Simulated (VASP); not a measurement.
Given:

```xyz
3
Lattice="4.0386 0.0000 0.0000 -2.0193 3.4975 0.0000 0.0000 0.0000 5.0553" Properties=species:S:1:pos:R:3 pbc="T T T"
Pd     4.0386     0.0000     0.0000
Te     0.0000     2.3317     1.3512
Te     2.0193     1.1658     3.7041
```

Level of theory: PBEsol GGA, VASP's PBE PAW potentials (set 64) (plane waves; VASP). Settings: 400 eV cut-off, 10×10×7 Γ-centred mesh, tetrahedra with Blöchl corrections, potentials Pd Te.

The cores are frozen, which limits the accuracy of field gradients.

Q: Give the principal components of the electric field gradient (V/Å²) and the asymmetry η at each nucleus.

A: 
| atom | Vxx | Vyy | Vzz | η |
|---|---|---|---|---|
| Pd1 | -19.0 | -19.0 | 37.9 | 0.00 |
| Te2 | -39.4 | -39.4 | 78.8 | 0.00 |
| Te3 | -39.4 | -39.4 | 78.8 | 0.00 |

The structure comes from a measured Te2Pd entry (P-3m1) of the Crystallography Open Database, whose conditions weren't checked. It was relaxed first.
